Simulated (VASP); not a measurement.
# GaN (P6_3mc) in VASP: notebook, part 2 of 3

VASP 6.6.1. Earlier steps stand in the parts before.

## (4) Band structure, r2SCAN

Contents of INCAR:

```
SYSTEM = GaN
PREC     = Accurate       ! precision mode
ENCUT    = 520            ! plane-wave cutoff, eV
EDIFF    = 1E-6           ! SCF threshold, eV
ISMEAR   = 0              ! smearing method
SIGMA    = 0.03           ! smearing width, eV
LREAL    = .False.        ! projectors in reciprocal space
LASPH    = .True.         ! aspherical terms in the spheres
NELM     = 80             ! most SCF steps
ALGO     = Normal         ! electronic algorithm
ISIF     = 2              ! what is computed and relaxed
LWAVE    = .False.        ! write WAVECAR
LCHARG   = .False.        ! write CHGCAR
METAGGA  = R2SCAN         ! meta-GGA
LMIXTAU  = .True.       
NBANDS   = 26             ! bands
```

Contents of KPOINTS:

```
regular mesh
0
Gamma
  12 12 5
  0 0 0
```

Contents of POSCAR:

```
GaN                                     
1.0
    3.2177254920      0.0000000000      0.0000000000
   -1.6088627460      2.7866320143      0.0000000000
    0.0000000000      0.0000000000      5.2440545536
  Ga              N             
     2     2
Direct
     0.3333333300000021    0.6666666699999979    0.9991860844999652
     0.6666666699999979    0.3333333300000021    0.4991860844999651
     0.3333333300000021    0.6666666699999979    0.3758139155000349
     0.6666666699999979    0.3333333300000021    0.8758139155000348
```

Contents of KPOINTS_OPT:

```
explicit points
96
Reciprocal
 0.0000000000  0.0000000000  0.0000000000 1
 0.0555555556  0.0000000000  0.0000000000 1
 0.1111111111  0.0000000000  0.0000000000 1
 0.1666666667  0.0000000000  0.0000000000 1
 0.2222222222  0.0000000000  0.0000000000 1
 0.2777777778  0.0000000000  0.0000000000 1
 0.3333333333  0.0000000000  0.0000000000 1
 0.3888888889  0.0000000000  0.0000000000 1
 0.4444444444  0.0000000000  0.0000000000 1
 0.5000000000  0.0000000000  0.0000000000 1
 0.5000000000  0.0000000000  0.0000000000 1
 0.4814814815  0.0370370370  0.0000000000 1
 0.4629629630  0.0740740741  0.0000000000 1
 0.4444444444  0.1111111111  0.0000000000 1
 0.4259259259  0.1481481481  0.0000000000 1
 0.4074074074  0.1851851852  0.0000000000 1
 0.3888888889  0.2222222222  0.0000000000 1
 0.3703703703  0.2592592592  0.0000000000 1
 0.3518518518  0.2962962963  0.0000000000 1
 0.3333333333  0.3333333333  0.0000000000 1
 0.3333333333  0.3333333333  0.0000000000 1
 0.2962962963  0.2962962963  0.0000000000 1
 0.2592592592  0.2592592592  0.0000000000 1
 0.2222222222  0.2222222222  0.0000000000 1
 0.1851851852  0.1851851852  0.0000000000 1
 0.1481481481  0.1481481481  0.0000000000 1
 0.1111111111  0.1111111111  0.0000000000 1
 0.0740740741  0.0740740741  0.0000000000 1
 0.0370370370  0.0370370370  0.0000000000 1
 0.0000000000  0.0000000000  0.0000000000 1
 0.0000000000  0.0000000000  0.0000000000 1
 0.0000000000  0.0000000000  0.0555555556 1
 0.0000000000  0.0000000000  0.1111111111 1
 0.0000000000  0.0000000000  0.1666666667 1
 0.0000000000  0.0000000000  0.2222222222 1
 0.0000000000  0.0000000000  0.2777777778 1
 0.0000000000  0.0000000000  0.3333333333 1
 0.0000000000  0.0000000000  0.3888888889 1
 0.0000000000  0.0000000000  0.4444444444 1
 0.0000000000  0.0000000000  0.5000000000 1
 0.0000000000  0.0000000000  0.5000000000 1
 0.0555555556  0.0000000000  0.5000000000 1
 0.1111111111  0.0000000000  0.5000000000 1
 0.1666666667  0.0000000000  0.5000000000 1
 0.2222222222  0.0000000000  0.5000000000 1
 0.2777777778  0.0000000000  0.5000000000 1
 0.3333333333  0.0000000000  0.5000000000 1
 0.3888888889  0.0000000000  0.5000000000 1
 0.4444444444  0.0000000000  0.5000000000 1
 0.5000000000  0.0000000000  0.5000000000 1
 0.5000000000  0.0000000000  0.5000000000 1
 0.4814814815  0.0370370370  0.5000000000 1
 0.4629629630  0.0740740741  0.5000000000 1
 0.4444444444  0.1111111111  0.5000000000 1
 0.4259259259  0.1481481481  0.5000000000 1
 0.4074074074  0.1851851852  0.5000000000 1
 0.3888888889  0.2222222222  0.5000000000 1
 0.3703703703  0.2592592592  0.5000000000 1
 0.3518518518  0.2962962963  0.5000000000 1
 0.3333333333  0.3333333333  0.5000000000 1
 0.3333333333  0.3333333333  0.5000000000 1
 0.2962962963  0.2962962963  0.5000000000 1
 0.2592592592  0.2592592592  0.5000000000 1
 0.2222222222  0.2222222222  0.5000000000 1
 0.1851851852  0.1851851852  0.5000000000 1
 0.1481481481  0.1481481481  0.5000000000 1
 0.1111111111  0.1111111111  0.5000000000 1
 0.0740740741  0.0740740741  0.5000000000 1
 0.0370370370  0.0370370370  0.5000000000 1
 0.0000000000  0.0000000000  0.5000000000 1
 0.5000000000  0.0000000000  0.5000000000 1
 0.5000000000  0.0000000000  0.4444444444 1
 0.5000000000  0.0000000000  0.3888888889 1
 0.5000000000  0.0000000000  0.3333333333 1
 0.5000000000  0.0000000000  0.2777777778 1
 0.5000000000  0.0000000000  0.2222222222 1
 0.5000000000  0.0000000000  0.1666666667 1
 0.5000000000  0.0000000000  0.1111111111 1
 0.5000000000  0.0000000000  0.0555555556 1
 0.5000000000  0.0000000000  0.0000000000 1
 0.3333333333  0.3333333333  0.0000000000 1
 0.3333333333  0.3333333333  0.0555555556 1
 0.3333333333  0.3333333333  0.1111111111 1
 0.3333333333  0.3333333333  0.1666666667 1
 0.3333333333  0.3333333333  0.2222222222 1
 0.3333333333  0.3333333333  0.2777777778 1
 0.3333333333  0.3333333333  0.3333333333 1
 0.3333333333  0.3333333333  0.3888888889 1
 0.3333333333  0.3333333333  0.4444444444 1
 0.3333333333  0.3333333333  0.5000000000 1
 0.0000000000  0.0000000000  0.0000000000 1
 0.0000000000  0.0000000000  0.5000000000 1
 0.3333333333  0.3333333333  0.5000000000 1
 0.3333333333  0.3333333333  0.0000000000 1
 0.5000000000  0.0000000000  0.5000000000 1
 0.5000000000  0.0000000000  0.0000000000 1
```

Potentials or basis: VASP PAW PBE potentials, release 64 (Ga_d, N).

Run with:

```
cat potpaw_PBE.64/Ga_d/POTCAR potpaw_PBE.64/N/POTCAR > POTCAR
mpirun -np 1 vasp_std > vasp.out
```

OUTCAR:

```text
SYSTEM = GaN
   PREC = Accurate
   ENCUT = 520
   EDIFF = 1E-6
   ISMEAR = 0
   LREAL = .False.
   LASPH = .True.
   NELM = 80
   ISIF = 2
   METAGGA = R2SCAN

 ion  position               nearest neighbor table
   1  0.333  0.667  0.999-   4 1.97   4 1.97   4 1.97   3 1.98
   2  0.667  0.333  0.499-   3 1.97   3 1.97   3 1.97   4 1.98
   3  0.333  0.667  0.376-   2 1.97   2 1.97   2 1.97   1 1.98
   4  0.667  0.333  0.876-   1 1.97   1 1.97   1 1.97   2 1.98

  LATTYP: Found a hexagonal cell.
 ALAT       =     3.2177254920
 C/A-ratio  =     1.6297395681

[... 897 lines left out ...]
  --------------------------------------------------------------------------------------
  -------------------------------------------------------------------------------------
  Total       -1.4639335     -1.4639335     -1.5154865      0.0000000      0.0000000      0.0000000
  in kB      -49.8811124    -49.8811122    -51.6376936      0.0000000      0.0000000      0.0000000
  external PRESSURE =     -50.4666394 kB  Pullay stress =       0.0000000 kB

 VOLUME and BASIS-vectors are now :
 -----------------------------------------------------------------------------
  energy-cutoff  :      520.00
  volume of cell :       47.02
      direct lattice vectors                 reciprocal lattice vectors
     3.217725492  0.000000000  0.000000000     0.310778531  0.179428069  0.000000000
    -1.608862746  2.786632014  0.000000000     0.000000000  0.358856137  0.000000000
     0.000000000  0.000000000  5.244054554     0.000000000  0.000000000  0.190692143

 POSITION                                       TOTAL-FORCE (eV/Angst)
 -----------------------------------------------------------------------------------
     -0.00000      1.85775      5.23979         0.000000     -0.000000     -0.001910
      1.60886      0.92888      2.61776        -0.000000      0.000000     -0.001910
     -0.00000      1.85775      1.97079         0.000000     -0.000000      0.001910
      1.60886      0.92888      4.59282        -0.000000      0.000000      0.001910
 -----------------------------------------------------------------------------------
    total drift:                               -0.000009      0.000009      0.026159

  FREE ENERGIE OF THE ION-ELECTRON SYSTEM (eV)
  ---------------------------------------------------
  free  energy   TOTEN  =       -43.8020293991 eV

  energy  without entropy=      -43.8020293991  energy(sigma->0) =      -43.80202940
```

Run time: 2.8 min. Hardware: 1 thread of Intel Xeon 6975P-C (Granite Rapids), shared host; peak memory 0.24 GiB.

What came out:

```yaml
Free_energy: -43.8020 eV
Pressure: -5.0 GPa
Band_gap_on_the_k_mesh: 2.11 eV, direct
Band_gap_along_the_path: 2.11 eV, direct
```

Stress tensor (GPa, compression positive):
```
-4.99  0.00  0.00
 0.00 -4.99  0.00
 0.00  0.00 -5.16
```

Levels at the corners of the path, in eV from the valence-band top:
| point | band 16 | band 17 | band 18 | band 19 | band 20 | band 21 |
| --- | --- | --- | --- | --- | --- | --- |
| Γ | -0.04 | 0.00 | 0.00 | 2.11 | 4.59 | 9.75 |
| M | -2.72 | -2.15 | -0.99 | 5.48 | 5.91 | 6.45 |
| M | -2.72 | -2.15 | -0.99 | 5.48 | 5.91 | 6.45 |
| K | -2.93 | -2.93 | -2.69 | 5.59 | 8.21 | 8.21 |
| K | -2.93 | -2.93 | -2.69 | 5.59 | 8.21 | 8.21 |
| Γ | -0.04 | 0.00 | 0.00 | 2.11 | 4.59 | 9.75 |
| Γ | -0.04 | 0.00 | 0.00 | 2.11 | 4.59 | 9.75 |
| A | -0.52 | -0.52 | -0.52 | 4.54 | 4.54 | 8.99 |
| A | -0.52 | -0.52 | -0.52 | 4.54 | 4.54 | 8.99 |
| L | -1.92 | -1.89 | -1.89 | 4.77 | 4.77 | 8.20 |
| L | -1.92 | -1.89 | -1.89 | 4.77 | 4.77 | 8.20 |
| H | -4.13 | -1.47 | -1.47 | 6.79 | 6.79 | 7.78 |
| H | -4.13 | -1.47 | -1.47 | 6.79 | 6.79 | 7.78 |
| A | -0.52 | -0.52 | -0.52 | 4.54 | 4.54 | 8.99 |
| L | -1.92 | -1.89 | -1.89 | 4.77 | 4.77 | 8.20 |
| M | -2.72 | -2.15 | -0.99 | 5.48 | 5.91 | 6.45 |
| K | -2.93 | -2.93 | -2.69 | 5.59 | 8.21 | 8.21 |
| H | -4.13 | -1.47 | -1.47 | 6.79 | 6.79 | 7.78 |

Caveat: the PAW data sets were made with another functional, which shifts forces and pressure a little.

## (5) Band structure, TB-mBJ

POSCAR is that of step 4.

Contents of INCAR.step1:

```
SYSTEM = GaN
PREC     = Accurate       ! precision mode
ENCUT    = 520            ! plane-wave cutoff, eV
EDIFF    = 1E-5           ! SCF threshold, eV
ISMEAR   = 0              ! smearing method
SIGMA    = 0.03           ! smearing width, eV
LREAL    = .False.        ! projectors in reciprocal space
LASPH    = .True.         ! aspherical terms in the spheres
NELM     = 80             ! most SCF steps
ALGO     = Normal         ! electronic algorithm
ISIF     = 2              ! what is computed and relaxed
LWAVE    = .True.         ! write WAVECAR
LCHARG   = .False.        ! write CHGCAR
NBANDS   = 26             ! bands
GGA      = PE             ! functional
```

Contents of INCAR.step2:

```
SYSTEM = GaN
PREC     = Accurate       ! precision mode
ENCUT    = 520            ! plane-wave cutoff, eV
EDIFF    = 1E-6           ! SCF threshold, eV
ISMEAR   = 0              ! smearing method
SIGMA    = 0.03           ! smearing width, eV
LREAL    = .False.        ! projectors in reciprocal space
LASPH    = .True.         ! aspherical terms in the spheres
NELM     = 80             ! most SCF steps
ALGO     = Normal         ! electronic algorithm
ISIF     = 2              ! what is computed and relaxed
LWAVE    = .False.        ! write WAVECAR
LCHARG   = .False.        ! write CHGCAR
METAGGA  = MBJ            ! meta-GGA
NBANDS   = 26             ! bands
ISTART   = 1
```

KPOINTS is that of step 4.

KPOINTS_OPT is that of step 4.

Run with:

```
cat potpaw_PBE.64/Ga_d/POTCAR potpaw_PBE.64/N/POTCAR > POTCAR
cp INCAR.step1 INCAR
mpirun -np 1 vasp_std > vasp.out
cp INCAR.step2 INCAR
mpirun -np 1 vasp_std > vasp.out
```

Run time: 2.6 min. Hardware: 1 thread of Intel Xeon 6975P-C (Granite Rapids), shared host; peak memory 0.23 GiB.

Results (log left out):

```yaml
Band_gap_on_the_k_mesh: 2.91 eV, direct
Band_gap_along_the_path: 2.91 eV, direct
```

Levels at the corners of the path, in eV from the valence-band top:
```csv
point,band 14,band 15,band 16,band 17,band 18,band 19,band 20,band 21,band 22,band 23
Γ,-0.92,-0.92,-0.03,0.00,0.00,2.91,5.49,10.44,11.17,11.17
M,-4.72,-3.72,-2.46,-1.87,-0.90,6.41,6.64,7.22,9.81,11.49
M,-4.72,-3.72,-2.46,-1.87,-0.90,6.41,6.64,7.22,9.81,11.49
K,-4.73,-4.64,-2.62,-2.62,-2.41,6.51,8.92,8.92,9.61,10.94
K,-4.73,-4.64,-2.62,-2.62,-2.41,6.51,8.92,8.92,9.61,10.94
Γ,-0.92,-0.92,-0.03,0.00,0.00,2.91,5.49,10.44,11.17,11.17
Γ,-0.92,-0.92,-0.03,0.00,0.00,2.91,5.49,10.44,11.17,11.17
A,-3.45,-0.47,-0.47,-0.47,-0.47,5.28,5.28,9.69,9.69,11.58
A,-3.45,-0.47,-0.47,-0.47,-0.47,5.28,5.28,9.69,9.69,11.58
L,-5.86,-1.73,-1.73,-1.70,-1.70,5.65,5.65,8.98,8.98,11.22
L,-5.86,-1.73,-1.73,-1.70,-1.70,5.65,5.65,8.98,8.98,11.22
H,-5.45,-3.67,-3.67,-1.33,-1.33,7.57,7.57,8.51,8.51,10.26
H,-5.45,-3.67,-3.67,-1.33,-1.33,7.57,7.57,8.51,8.51,10.26
A,-3.45,-0.47,-0.47,-0.47,-0.47,5.28,5.28,9.69,9.69,11.58
L,-5.86,-1.73,-1.73,-1.70,-1.70,5.65,5.65,8.98,8.98,11.22
M,-4.72,-3.72,-2.46,-1.87,-0.90,6.41,6.64,7.22,9.81,11.49
K,-4.73,-4.64,-2.62,-2.62,-2.41,6.51,8.92,8.92,9.61,10.94
H,-5.45,-3.67,-3.67,-1.33,-1.33,7.57,7.57,8.51,8.51,10.26
```

Caveat: the PAW data sets were made with another functional, which shifts forces and pressure a little.

## (6) Band structure, TB-mBJ, spin-orbit coupling, no magnetisation

POSCAR is that of step 5.

Edit INCAR.step1 of step 5 so:

```diff
@@ -13,3 +13,8 @@
 LCHARG   = .False.        ! write CHGCAR
-NBANDS   = 26             ! bands
+LNONCOLLINEAR= .True.         ! non-collinear magnetism
+MAGMOM   = 0 0 0 0 0 0 0 0 0 0 0 0 ! initial moments
+LORBIT   = 11             ! projections on sites
+LSORBIT  = .True.         ! spin-orbit coupling
+GGA_COMPAT= .False.      
+NBANDS   = 52             ! bands
 GGA      = PE             ! functional
```

Edit INCAR.step2 of step 5 so:

```diff
@@ -13,4 +13,9 @@
 LCHARG   = .False.        ! write CHGCAR
+LNONCOLLINEAR= .True.         ! non-collinear magnetism
+MAGMOM   = 0 0 0 0 0 0 0 0 0 0 0 0 ! initial moments
+LORBIT   = 11             ! projections on sites
+LSORBIT  = .True.         ! spin-orbit coupling
+GGA_COMPAT= .False.      
 METAGGA  = MBJ            ! meta-GGA
-NBANDS   = 26             ! bands
+NBANDS   = 52             ! bands
 ISTART   = 1
```

Contents of KPOINTS:

```
regular mesh
0
Gamma
  9 9 4
  0 0 0
```

KPOINTS_OPT is that of step 5.

Potentials or basis: VASP PAW PBE potentials, release 64 (Ga_d, N).

Run with:

```
cat potpaw_PBE.64/Ga_d/POTCAR potpaw_PBE.64/N/POTCAR > POTCAR
cp INCAR.step1 INCAR
mpirun -np 1 vasp_ncl > vasp.out
cp INCAR.step2 INCAR
mpirun -np 1 vasp_ncl > vasp.out
```

Wall time 14 min (1 thread of Intel Xeon 6975P-C (Granite Rapids), shared host); peak memory 0.51 GiB.

Results (log left out):

```
Valence electrons inside the program's atomic spheres : Ga 11.46; N 3.85
```

Caveat: the PAW data sets were made with another functional, which shifts forces and pressure a little.

[end of part 2 of 3]
